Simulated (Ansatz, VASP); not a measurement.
## Sb (Antimony): VASP beside Ansatz

Wanted: the spread between two codes on one cell, functional and k mesh. The structure shown is the start of the Ansatz relaxation below; VASP solves that cell, so the two are compared at the walk's first step.

Main program and level: Ansatz 0.2.0; plane waves, with VASP 6.6.1 beside it; single point at PBEsol.

### 1. The starting structure

The structure is trigonal, space group R-3m (No. 166). The conventional cell has a = 4.342 Å, b = 4.342 Å, c = 10.730 Å, α = 90.00°, β = 90.00°, γ = 120.00°. Sb has 6 Sb at 2.92 to 3.26 Å nearest.

### 2. Ansatz: relaxation, PBEsol

Ansatz runs on its PAW soft_1 files.

The two programs are compared at the cell with which this relaxation starts, whose forces are those of its first step.

Input file input.yaml:

```yaml
crystal:
  lattice:
    - [2.1709275997, 1.2533856341, 3.5768039017]
    - [-2.1709275997, 1.2533856341, 3.5768039017]
    - [0.0, -2.5067712682, 3.5768039017]
  atoms:
    - { symbol: Sb, position: [0.236572028, 0.2365720272, 0.236572028] }
    - { symbol: Sb, position: [0.763427972, 0.7634279728, 0.763427972] }
  conventional_axes: [[1, -1, 0], [0, 1, -1], [1, 1, 1]]
kpoints:
  mp_grid: { grid: [12, 12, 12] }
hamiltonian:
  xc: pbesol
  pseudopotentials: { kind: paw, azcp: { folder: soft_1 }, xc_functional: pbe }
scf:
  occupations: { method: methfessel_paxton, width: 0.2 }
output:
  forces: true
  stress: true
  eigenvalues: true
relax:
  adjacent_minimum: "off"
  f_tol: 0.001
  max_steps: 60
  cell: { stress_tol: 0.01, fix: [c, angles] }
```

Run with:

```bash
$ ansatz run input.yaml --threads 4 --pin off --max-ram 10240MiB --backend cpu --events-out ev --progress --plain --runs-dir out
```

Numbers of over 12 decimals in the logs are rounded to 6 here.

Log:

```text
Warning: crystal.symmetry: narrowed to the stabiliser of the fixed cell quantities (relax.cell.fix) — unitary ops 12 → 4. The narrowing is safe, since a smaller group never makes results wrong: the run goes on under it, on as many k-points as the starting group would need, or more. Excluded: 8 operations that would move a fixed cell quantity at a test strain (relax.cell.fix fixes c, alpha, beta, gamma). The cell can leave their symmetry as it relaxes.
Engine: ansatz 0.2.0, x86_64-unknown-linux-gnu
Pseudopotentials: kind: paw
Pseudopotential: Sb, paw, valence charge 15, recommended cutoff 420 eV (normal), soft_1/Sb.paw.azcp
Functional definition: PBEsol
  exchange = pbesol_x
  correlation = pbesol_c
Crystal: 2 atoms, lattice volume = 58.395 Å³
Basis set: ecut = 420 eV, 1139 PW (Γ), exchange–correlation on 60×60×60 points (8 copies of the dense FFT grid, shifted against one another)
Bands: 19, of which v1, the nominal top of the filled ones, is band 15 counted from 1 (14 counted from 0)
Symmetry: 4 space group operations
k-points: 476 of 1728
Non-local potential: Sb, projectors of the file, l = 0: 2, l = 1: 2, l = 2: 2, l = 3: 1
PAW form: soft (Blöchl's): semilocal exchange-correlation on the pseudo side does not see the compensation charge
PAW frozen core: Sb, regenerated for the run's functional, and the local potential with it (the file was generated under x = pbe(κ = 0.804, μ = 0.219515), c = pbe(β = 0.066725))
PAW one-centre angular grid: Sb, 590 points (default); XC on 64 Gauss nodes
Initial density: superposition of atomic densities (chi_scale 0.1, normalization cell)
Initial wavefunctions: pseudopotential atomic-orbital guess
Functional: x = pbesol(κ = 0.804, μ = 0.123457), c = pbesol(β = 0.046)
SCF iter   1: F=—  HF=-12816.328824 eV  |F-HF|=—  |Δ(HF+E_count)|=         —  Δρ=1.46e-2  dr2=9.38e-2  ethr=3.10e-3  ⟨swp⟩=5.9  Hψ=46987  notcnv=0
preconditioner: auto → Kerker (q_TF=auto, 2.442 Å⁻¹)  [metal: Δε(μ)=0.123 eV  Ē_g=8.795 eV  σ=0.200 eV  W_gap=0.49  n_scr=14 (ndim 8)  ℏωp=15.4 eV  f_vac=0.000  D(μ)=0.19/eV (n_scr^D=0)]
SCF iter   2: F=—  HF=-12816.321709 eV  |F-HF|=—  |Δ(HF+E_count)|=   7.11e-3  S|Δr|=    0.00e0  Δρ=9.46e-3  dr2=4.08e-2  ethr=3.13e-4  ⟨swp⟩=1.0  Hψ=12854  notcnv=0
SCF iter   3: F=—  HF=-12816.318216 eV  |F-HF|=—  |Δ(HF+E_count)|=   3.49e-3  S|Δr|=    0.00e0  Δρ=1.17e-3  dr2=1.12e-3  ethr=1.36e-4  ⟨swp⟩=2.0  Hψ=16101  notcnv=0
SCF iter   4: F=—  HF=-12816.318315 eV  |F-HF|=—  |Δ(HF+E_count)|=   9.85e-5  S|Δr|=    0.00e0  Δρ=6.74e-4  dr2=2.08e-4  ethr=3.73e-6  ⟨swp⟩=2.0  Hψ=16190  notcnv=0
SCF iter   5: F=—  HF=-12816.318166 eV  |F-HF|=—  |Δ(HF+E_count)|=   1.49e-4  S|Δr|=    0.00e0  Δρ=2.46e-4  dr2=5.56e-5  ethr=6.95e-7  ⟨swp⟩=2.0  Hψ=16134  notcnv=0
SCF iter   6: F=—  HF=-12816.318182 eV  |F-HF|=—  |Δ(HF+E_count)|=   1.65e-5  S|Δr|=    0.00e0  Δρ=5.29e-5  dr2=2.40e-6  ethr=1.85e-7  ⟨swp⟩=2.0  Hψ=10555  notcnv=0
SCF iter   7: F=-12816.318182 eV  HF=-12816.318182 eV  |F-HF|=1.22e-9  |Δ(HF+E_count)|=   4.50e-8  S|Δr|=    0.00e0  Δρ=8.10e-6  dr2=2.38e-8  ethr=3.33e-10  ⟨swp⟩=5.0  Hψ=54155  notcnv=0
SCF 1 converged in 7 iterations: F = -12816.318182 eV  dr2 = 2.38e-8
  greatest PAW one-centre occupation: 0.996 electrons in one spin orbital (limit 2), on the Sb atom at site 1 (counted from 0), in its partial waves of l = 2
relax step   1: F+E_penalty+E_count = -12816.31818206 eV  Δ(F+E_penalty+E_count) = +0.000e0 eV  max|allowed force component| = 5.712e-2 eV/Å  Δτ_max = 0.0000 Å  P = +0.856 GPa  Ω = 58.395 Å³  fix = [c, alpha, beta, gamma]  reactions: c +1.699 GPa; alpha -0.000, beta +0.000, gamma -0.000 GPa/rad  (7 SCF iters, dr2 threshold 1.00e-7 eV, accepted)
[...]
relax step   2: F+E_penalty+E_count = -12816.31838835 eV  Δ(F+E_penalty+E_count) = -2.063e-4 eV  max|allowed force component| = 3.716e-2 eV/Å  Δτ_max = 0.0081 Å  P = +0.123 GPa  Ω = 58.899 Å³  energy of the carried Pulay correction = -5.375e-5 eV  fix = [c, alpha, beta, gamma]  reactions: c +1.075 GPa; alpha +0.000, beta -0.000, gamma +0.000 GPa/rad  (5 SCF iters, dr2 threshold 2.00e-7 eV, accepted)
[...]
relax step   3: F+E_penalty+E_count = -12816.31879394 eV  Δ(F+E_penalty+E_count) = -4.056e-4 eV  max|allowed force component| = 6.388e-4 eV/Å  Δτ_max = 0.0031 Å  P = +0.440 GPa  Ω = 58.666 Å³  energy of the carried Pulay correction = -2.901e-5 eV  fix = [c, alpha, beta, gamma]  reactions: c +1.339 GPa; alpha +0.000, beta -0.000, gamma +0.000 GPa/rad  (4 SCF iters, dr2 threshold 2.00e-7 eV, accepted)
[...]
relax step   4: F+E_penalty+E_count = -12816.31882324 eV  Δ(F+E_penalty+E_count) = -2.931e-5 eV  max|allowed force component| = 6.153e-4 eV/Å  Δτ_max = 0.0000 Å  P = +0.440 GPa  Ω = 58.666 Å³  fix = [c, alpha, beta, gamma]  reactions: c +1.339 GPa; alpha +0.000, beta -0.000, gamma +0.000 GPa/rad  stress off target by 9.16e-3 GPa on what of the cell is left free  SCF on the basis re-selected at this cell (its energy is not comparable with the rows above)  (6 SCF iters)
basis re-selected at this cell: Δ(F+E_penalty+E_count) = -2.931e-5 eV, ΔP = -0.000 GPa vs the last step (what re-selecting the basis moved, of the pressure what is left beyond the Pulay correction that the steps carried, after the strain that the cell walked since its last selection, with what the two solves' SCF thresholds leave and, on support functions, any second-order correction that the steps lacked; it is no m [...]
SCF converged after 6 iterations
Stability not checked: this state was not tested for a lower state beside it, because cold or Methfessel-Paxton smearing, or corrected tetrahedra, fill the levels in a way that the test cannot read (fill_not_monotonic; see scf.lower_state_search)
Free energy (F): -12816.318823 eV
Harris-Foulkes:  -12816.318823 eV  (|F-HF|=5.46e-12)
Internal energy: -12816.320962 eV  (E = F + TS)
E sigma→0 (E₀):  -12816.319358 eV
Entropy (-TS):   0.002139 eV (1.069 meV/atom)
Fermi energy:    10.436345 eV
--- Per-component energies (eV) ---
  E_band       = -322.801778
  E_kinetic    = 326.454647
  E_local      = -3108.845118  (includes V_loc(G=0)·N_el)
  E_nonlocal   = 782.592021
  E_hartree    = 1286.510206
  E_xc         = -196.872843
  E_vxc        = -182.161389  (∫ρ·V_xc dr)
  E_paw        = -8935.046486  (= ΣΔE_a)
  E_vpaw       = -713.862617  (= ΣTr[D̂ρ^β])
  E_aug_tail   = 0.000270  (compensation charges beyond the density's cutoff)
  E_ewald      = -2971.777370
  E_core_change = 0.663710  (= ΣΔE_core)
  E_smearing   = 0.002139  (= −TS)
  E_closure    = -0.000000  (closes the sum)
  Σ components = -12816.318823   (vs F -12816.318823, Δ=0.00e0)
--- Forces (eV/Å), atoms counted from 1 ---
  atom   1  Sb     0.00000001    -0.00000001    -0.00061533
  atom   2  Sb    -0.00000001     0.00000001     0.00061533
  max |Σ_I F_I| component: 1.08e-19 eV/Å
--- Stress (GPa, compression-positive) ---
       -0.009162      -0.000000       0.000000
       -0.000000      -0.009162      -0.000000
        0.000000      -0.000000       1.339079
  P = ⅓ Tr σ = 0.4403 GPa (4.403 kbar)
--- Band table (eV; the first three rows and the last of 476) ---
  k-point 0: bands = [... 11 lower, 5.9157, 8.6089, 8.6089, 8.8072, 13.0238, 13.4716, 13.4716, 15.3639]
  k-point 1: bands = [... 11 lower, 5.4981, 8.6096, 8.7560, 8.9163, 12.8723, 13.2217, 13.2538, 15.1454]
  k-point 2: bands = [... 11 lower, 4.5781, 8.6198, 8.8034, 9.3233, 12.4172, 12.6123, 12.7287, 15.0470]
  k-point 475: bands = [... 11 lower, 1.3160, 9.2053, 9.2053, 9.9277, 10.2860, 10.2860, 11.2386, 18.1391]
--- Relaxed structure (3 steps of the walk, 3 accepted, 1 SCFs on fresh bases) ---
  F+E_penalty+E_count = -12816.31882324 eV   max|allowed force component| = 6.153e-4 eV/Å   (the final SCF, on the basis selected at the relaxed cell)
  cell:  # Å, volume = 58.6665 Å³
    - [2.175966, 1.256294, 3.5768039017]
    - [-2.175966, 1.256294, 3.5768039017]
    - [-1.868159459174269e-18, -2.512589, 3.5768039017]
  atoms:
    - { symbol: Sb, position: [0.237044, 0.237044, 0.237044] }
    - { symbol: Sb, position: [0.762956, 0.762956, 0.762956] }
```

In the SCF lines HF is the Harris–Foulkes energy and dr2 the Hartree energy of the density residual, in eV; the loop may stop once dr2 is under the threshold and the program's other checks hold. Hψ counts applications of the Hamiltonian.

### 3. VASP: single point, PBEsol, start cell, pair 1

The same cell, functional, mesh and smearing now go to VASP, with its own data sets.

Lines of VASP's logs that name or quote its potential files are left out, and so is its time.

Input file INCAR:

```
SYSTEM = Sb
PREC = Accurate
ENCUT = 400
EDIFF = 1E-06
NELM = 120
ISMEAR = 1
SIGMA = 0.2
LREAL = .FALSE.
ALGO = Normal
GGA = PS
NBANDS = 11
LORBIT = 11
LWAVE = .FALSE.
LCHARG = .FALSE.
ISIF = 2
LASPH = .TRUE.
GGA_COMPAT = .FALSE.
KPAR = 2
```

Input file POSCAR:

```
Sb
1.0
    2.1709280000      1.2533860000      3.5768040000
   -2.1709280000      1.2533860000      3.5768040000
    0.0000000000     -2.5067710000      3.5768040000
Sb
2
Direct
    0.2365719497      0.2365719497      0.2365720440
    0.7634278617      0.7634278617      0.7634279560
```

Input file KPOINTS:

```
Automatic mesh
0
Gamma
12 12 12
0 0 0
```

Potentials, in the order of the species: Sb (PBE family, release 64).

Run with:

```bash
$ mpirun -np 2 vasp_std
```

Log:

```text
[banner, memory and clock lines left out]
running    2 mpi-ranks, on    1 nodes
 distrk:  each k-point on    1 cores,    2 groups
 distr:  one band on    1 cores,    1 groups

 POSCAR found type information on POSCAR Sb
 POSCAR found :  1 types and       2 ions
|                                                                             |
|               ----> ADVICE to this user running VASP <----                  |
|                                                                             |
|     You enforced a specific xc type in the INCAR file but a different       |
|     [... a line on the potential file left out ...]
|     I HOPE YOU KNOW WHAT YOU ARE DOING!                                     |
|                                                                             |

 LDA part: xc-table for (Slater+PW92), standard interpolation
 POSCAR, INCAR and KPOINTS ok, starting setup
 FFT: planning ... GRIDC
 FFT: planning ... GRID_SOFT
 FFT: planning ... GRID
 WAVECAR not read
 entering main loop
       N       E                     dE             d eps       ncg     rms          rms(c)
DAV:   1     0.289263911429E+02    0.28926E+02   -0.31214E+03  4158   0.580E+02
DAV:   2    -0.749221029350E+01   -0.36419E+02   -0.35152E+02  5590   0.104E+02
DAV:   3    -0.910723107269E+01   -0.16150E+01   -0.15777E+01  4992   0.239E+01
DAV:   4    -0.912247468351E+01   -0.15244E-01   -0.15243E-01  4644   0.272E+00
DAV:   5    -0.912263989526E+01   -0.16521E-03   -0.16521E-03  4835   0.320E-01    0.296E+00
DAV:   6    -0.911376737142E+01    0.88725E-02   -0.20749E-03  4679   0.273E-01    0.178E+00
DAV:   7    -0.910834462767E+01    0.54227E-02   -0.50514E-03  4593   0.420E-01    0.578E-02
DAV:   8    -0.910836948430E+01   -0.24857E-04   -0.14315E-04  4653   0.817E-02    0.174E-02
DAV:   9    -0.910837636681E+01   -0.68825E-05   -0.14142E-05  4763   0.239E-02    0.594E-03
DAV:  10    -0.910837583403E+01    0.53279E-06   -0.20091E-06  3485   0.783E-03
   1 F= -.91083758E+01 E0= -.91090643E+01  d E =0.206526E-02
```

From OUTCAR (step 3):

```text
ion  position               nearest neighbor table
   1  0.237  0.237  0.237-   2 2.92   2 2.92   2 2.92   2 3.26   2 3.26   2 3.26
   2  0.763  0.763  0.763-   1 2.92   1 2.92   1 2.92   1 3.26   1 3.26   1 3.26

  LATTYP: Found a trigonal (rhomboedric) cell.
 ALAT       =     4.3677719378
 COS(alpha) =     0.5059158429

 Subroutine GETGRP returns: Found 12 space group operations
 (whereof 12 operations were pure point group operations)

The static configuration has the point symmetry D_3d.

 Found    189 irreducible k-points:

   k-points           NKPTS =    189   k-points in BZ     NKDIM =    189   number of bands    NBANDS=     11

   dimension x,y,z NGX =    28 NGY =   28 NGZ =   28
   dimension x,y,z NGXF=    56 NGYF=   56 NGZF=   56

   ENCUT  =  400.0 eV  29.40 Ry    5.42 a.u.   7.12  7.12  7.12*2*pi/ulx,y,z

   NELECT =      10.0000    total number of electrons

 k-points in reciprocal lattice and weights: Automatic mesh
   0.00000000  0.00000000  0.00000000       0.001
   0.08333333  0.00000000 -0.00000000       0.003
   0.16666667  0.00000000  0.00000000       0.003
   0.25000000  0.00000000 -0.00000000       0.003
   0.33333333  0.00000000  0.00000000       0.003
   0.41666667 -0.00000000  0.00000000       0.003
   0.50000000  0.00000000 -0.00000000       0.002
   0.08333333  0.08333333 -0.00000000       0.003
   0.16666667  0.08333333  0.00000000       0.007
[...]
-0.41666667  0.50000000  0.41666667       0.003
   0.50000000  0.50000000  0.50000000       0.001

 average (electrostatic) potential at core
       1 -85.3031       2 -85.3031

 E-fermi :   7.4026

 k-point     1 :       0.0000    0.0000    0.0000
  band No.  band energies     occupation
      1      -5.3809      2.00000
      2       2.9347      2.00000
      3       5.5481      2.00000
      4       5.5482      2.00000
      5       5.7465      2.00000
      6       9.9277     -0.00000
      7      10.4172     -0.00000
      8      10.4172     -0.00000
      9      12.2812      0.00000
     10      12.2812      0.00000
    ...

 k-point     2 :       0.0833    0.0000   -0.0000
  band No.  band energies     occupation
      1      -5.3032      2.00000
      2       2.5019      2.00000
      3       5.5469      2.00000
      4       5.6954      2.00000
      5       5.8655      2.00000
      6       9.7908     -0.00000
      7      10.1757     -0.00000
      8      10.2046     -0.00000
      9      12.0565      0.00000
     10      12.3096      0.00000
    ...

 k-point     3 :       0.1667    0.0000    0.0000
  band No.  band energies     occupation
      1      -5.0707      2.00000
      2       1.5600      2.00000
      3       5.5516      2.00000
      4       5.7379      2.00000
      5       6.2846      2.00000
      6       9.3595     -0.00000
      7       9.5775     -0.00000
      8       9.6879     -0.00000
      9      11.9502      0.00000
     10      12.6204      0.00000
    ...

  Total        0.2297204      0.2297203      0.6657011     -0.0000000      0.0000001      0.0000000
  in kB        6.3028013      6.3027993     18.2647319     -0.0000000      0.0000017      0.0000000
  external PRESSURE =      10.2901108 kB  Pullay stress =       0.0000000 kB

  energy-cutoff  :      400.00
  volume of cell :       58.40
      direct lattice vectors                 reciprocal lattice vectors
     2.170928000  1.253386000  3.576804000     0.230316252  0.132973171  0.093193054
    -2.170928000  1.253386000  3.576804000    -0.230316252  0.132973171  0.093193054
     0.000000000 -2.506771000  3.576804000     0.000000000 -0.265946342  0.093193091

 POSITION                                       TOTAL-FORCE (eV/Angst)
 -----------------------------------------------------------------------------------
      0.00000      0.00000      2.53851         0.000000      0.000000      0.102412
      0.00000      0.00000      8.19190         0.000000     -0.000000     -0.102412
 -----------------------------------------------------------------------------------
    total drift:                               -0.000000      0.000077      0.000223

  FREE ENERGIE OF THE ION-ELECTRON SYSTEM (eV)
  ---------------------------------------------------
  free  energy   TOTEN  =        -9.1083758340 eV

  energy  without entropy=       -9.1104410911  energy(sigma->0) =       -9.10906425

 total charge
# of ion       s       p       d       tot
------------------------------------------
    1        1.214   1.151   0.038   2.403
    2        1.214   1.151   0.038   2.403
--------------------------------------------------
tot          2.428   2.301   0.076   4.805

[... 3 further parts left out ...]
```

The run ends at a pressure of 1.03 GPa, with forces up to 0.10 eV/Å.

### 4. Differences

Known differences besides the potentials themselves: the data sets hold 30 valence electrons in Ansatz (on its PAW soft_1 files) and 10 in VASP; the cutoff is 420 eV in Ansatz and 400 eV in VASP; Ansatz makes its cores anew for this functional, VASP keeps those of its PBE data sets. Total energies have different zeros and are not compared.

Forces (eV/Å; atoms numbered as in POSCAR):

| atom | Ansatz x, y, z | VASP x, y, z |
| --- | --- | --- |
| Sb1 | 0.000, 0.000, 0.057 | 0.000, 0.000, 0.102 |
| Sb2 | 0.000, 0.000, -0.057 | 0.000, 0.000, -0.102 |

The forces differ by 26 meV/Å r.m.s., which is 44.2 % of the r.m.s. force of 0.059 eV/Å (both taken over all components).

### 5. Further runs

Further runs change the set-up of one program: Ansatz's method, potentials or start, or VASP's data sets, cutoff or form of LDA. The table gives that difference for each run.

```csv
run,r.m.s. force difference (meV/Å)
as above,26
VASP with a cutoff of 500 eV (perhaps on Ansatz's relaxed cell),24
```

### 6. Ansatz: relaxation, PBEsol

The two programs are compared at the cell with which this relaxation starts, whose forces are those of its first step. The cell compared in this pair holds 58.74 Å³, against 58.40 Å³ for the pair before.

The structure compared here is the start of the Ansatz relaxation; VASP solves that cell, so the two are compared at the walk's first step.

input.yaml, the sections that differ from step 2:

```yaml
crystal:
  lattice:
    - [2.1661420299, 1.2506226841, 3.6136781687]
    - [-2.1661420299, 1.2506226841, 3.6136781687]
    - [0.0, -2.5012453681, 3.6136781687]
  atoms:
    - { symbol: Sb, position: [0.2360976219, 0.236097621, 0.2360976219] }
    - { symbol: Sb, position: [0.7639023781, 0.763902379, 0.7639023781] }
  conventional_axes: [[1, -1, 0], [0, 1, -1], [1, 1, 1]]
# kpoints, hamiltonian, scf, output, relax: as in step 2
```

Run with:

```bash
$ ansatz run input.yaml --threads 4 --pin off --max-ram 10240MiB --backend cpu --events-out ev --progress --plain --runs-dir out
```

Log:

```text
[...]
Crystal: 2 atoms, lattice volume = 58.737 Å³
Basis set: ecut = 420 eV, 1171 PW (Γ), exchange–correlation on 60×60×60 points (8 copies of the dense FFT grid, shifted against one another)
Bands: 19, of which v1, the nominal top of the filled ones, is band 15 counted from 1 (14 counted from 0)
Symmetry: 4 space group operations
k-points: 476 of 1728
[...]
k-point 475: bands = [... 11 lower, 1.2633, 9.1528, 9.1528, 9.8939, 10.2834, 10.2834, 11.2406, 17.9433]
--- Relaxed structure (3 steps of the walk, 3 accepted, 1 SCFs on fresh bases) ---
[...]
cell:  # Å, volume = 58.9971 Å³
    - [2.170928, 1.253386, 3.613678]
    - [-2.170928, 1.253386, 3.613678]
    - [0, -2.506771, 3.613678]
  atoms:
    - { symbol: Sb, position: [0.236572, 0.236572, 0.236572] }
    - { symbol: Sb, position: [0.763428, 0.763428, 0.763428] }
[key lines of the parts left out:]
SCF converged after 6 iterations
Free energy (F): -12816.323018 eV
Fermi energy:    10.385572 eV
P = ⅓ Tr σ = 0.2873 GPa (2.873 kbar)
```

(Part 1 of 2 ends here.)

[Lines on the potential files, build, host, timing and source positions are cut from VASP's logs without a mark.]

[Logs are printed without paths, hosts, clocks, repeated set-up lines and the standing remarks that a program may print on its own settings, such as how far it seeks lower states.]

[Hosts, paths, dates, database ids (printed as entryN), source tags and the programs' standing remarks are cut or masked in the printed files.]

[Rows of further runs with another cutoff or data set may stand on the cell that Ansatz relaxed, not on the start cell of the pair above them.]
